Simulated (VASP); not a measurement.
An input for Quantum ESPRESSO's pw.x (written as the equivalent of a VASP run, and not itself run):

```
&CONTROL
  calculation = 'vc-relax'
  pseudo_dir = './pseudo'
  outdir = './out'
  tprnfor = .true.
  tstress = .true.
  nstep = 30
  forc_conv_thr = 0.00039
/
&SYSTEM
  ibrav = 0
  nat = 4
  ntyp = 2
  ecutwfc = 102
  occupations = 'smearing'
  smearing = 'gaussian'
  degauss = 0.003675
  input_dft = 'vdw-df2-b86r'
/
&ELECTRONS
  conv_thr = 7.3e-09
  electron_maxstep = 100
/
&IONS
/
&CELL
  cell_dofree = 'shape'
/
ATOMIC_SPECIES
  Cd 112.414 Cd.upf
  Se 78.971 Se.upf
CELL_PARAMETERS angstrom
     2.1349790   -3.6978918    0.0000000
     2.1349790    3.6978918    0.0000000
     0.0000000    0.0000000    6.9597575
ATOMIC_POSITIONS crystal
  Cd   0.6666670  0.3333330  0.5000512
  Cd   0.3333330  0.6666670  0.0000512
  Se   0.6666670  0.3333330  0.8759488
  Se   0.3333330  0.6666670  0.3759488
K_POINTS automatic
  6 6 3 0 0 0
```

Task: Translate this input to VASP (INCAR, KPOINTS, POSCAR, choice of POTCAR).

Result: Several could match; the one computed here: 
POSCAR:
```
CdSe
1
    2.1349789601    -3.6978917909     0.0000000000
    2.1349789601     3.6978917909     0.0000000000
    0.0000000000     0.0000000000     6.9597575280
Cd Se
2 2
Direct
  0.6666670000   0.3333330000   0.5000512204
  0.3333330000   0.6666670000   0.0000512204
  0.6666670000   0.3333330000   0.8759487796
  0.3333330000   0.6666670000   0.3759487796
```

KPOINTS:
```
Automatic mesh
0
Gamma
6 6 3
0 0 0
```

INCAR:
```
PREC = Accurate
ISIF = 4   # ions and shape, fixed volume
EDIFFG = -0.01   # ionic stop
IBRION = 2
PARAM2 = 0.7114
LREAL = .FALSE.
NSW = 30   # most ionic steps
LWAVE = .FALSE.
ENCUT = 520   # plane-wave cut-off (eV)
ISMEAR = 0   # Gaussian
LUSE_VDW = .TRUE.
NELM = 100
LCHARG = .FALSE.
LASPH = .TRUE.   # aspherical one-centre terms
SIGMA = 0.05
PARAM1 = 0.1234568
GGA = MK
ALGO = Normal   # blocked Davidson
ZAB_VDW = -1.8867
SYSTEM = CdSe
LMAXMIX = 4   # l cut-off of mixed one-centre charges
EDIFF = 1E-7
AGGAC = 0.0
```

POTCAR, in this order: Cd Se (PBE.64 set). Program: vasp_std.

Limits of the translation: the potentials are each code's own (VASP's PAW set, PseudoDojo norm-conserving files in pw.x), so ENCUT and ecutwfc are chosen apart and not converted; conv_thr bounds pw.x's estimated SCF error, while EDIFF bounds the energy change between steps; forc_conv_thr acts on force components and is met together with etot_conv_thr.

The compound is CdSe in the wurtzite structure. This cell is one point of a volume scan, at 0.94 of the reference volume. Symmetry was kept, so distortions that lower it aren't found.
